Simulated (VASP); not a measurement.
An input for Ansatz (written as the equivalent of a VASP run, and not itself run):

Ansatz 0.2 input:
```yaml
crystal:
  lattice:
    - [3.2536639, 0.0000000, 0.0000000]
    - [-1.6268319, 2.8177553, 0.0000000]
    - [0.0000000, 0.0000000, 16.6992820]
  atoms:
    - { symbol: W, position: [0.0000000, 0.0000000, 0.0000000] }
    - { symbol: Se, position: [0.3333330, 0.6666670, 0.0999682] }
    - { symbol: Se, position: [0.3333330, 0.6666670, 0.9000318] }
kpoints:
  mp_grid: { grid: [7, 7, 2] }
hamiltonian:
  xc: lda
  pseudopotentials: { kind: paw }
scf:
  occupations: { method: gaussian, width: 0.05 }
  max_iter: 100
relax:
  max_steps: 60
  f_tol: 0.02
  cell: {}
output: { forces: true, stress: true, eigenvalues: true }
```

Q: Translate this input to VASP (INCAR, KPOINTS, POSCAR, choice of POTCAR).

A: One answer among several that fit: 
KPOINTS:
```
Automatic mesh
0
Gamma
7 7 2
0 0 0
```

**INCAR**
```
SYSTEM = WSe2
PREC = Accurate
ENCUT = 400
EDIFF = 1E-6
NELM = 100
ALGO = Normal
LREAL = .FALSE.
LASPH = .TRUE.
ISMEAR = 0
SIGMA = 0.05
LMAXMIX = 6
LWAVE = .FALSE.
LCHARG = .FALSE.
IBRION = 2
ISIF = 3
NSW = 60
EDIFFG = -0.02
```

### POSCAR
```
WSe2
1.0
  3.2536638930   0.0000000000   0.0000000000
 -1.6268319465   2.8177552774   0.0000000000
  0.0000000000   0.0000000000  16.6992820390
W Se
1 2
Cartesian
  0.0000000000   0.0000000000   0.0000000000
 -0.0000016268   1.8785044575   1.6693975692
 -0.0000016268   1.8785044575  15.0298844698
```

POTCAR, in this order: W_sv Se (LDA.64 set). Program: vasp_std.

What does not carry over: each code has its own PAW files, so the cut-off isn't converted (ENCUT is set for VASP's; basis.ecutwfc is left out, and Ansatz then takes the one that its files recommend); Ansatz stops its SCF on the density residual and VASP on the energy change (EDIFF); Ansatz's lda is the Perdew-Wang form, while the LDA potentials of VASP carry Perdew-Zunger's.

The cell is a sheet with vacuum, built from a database entry that may be metastable or hypothetical.
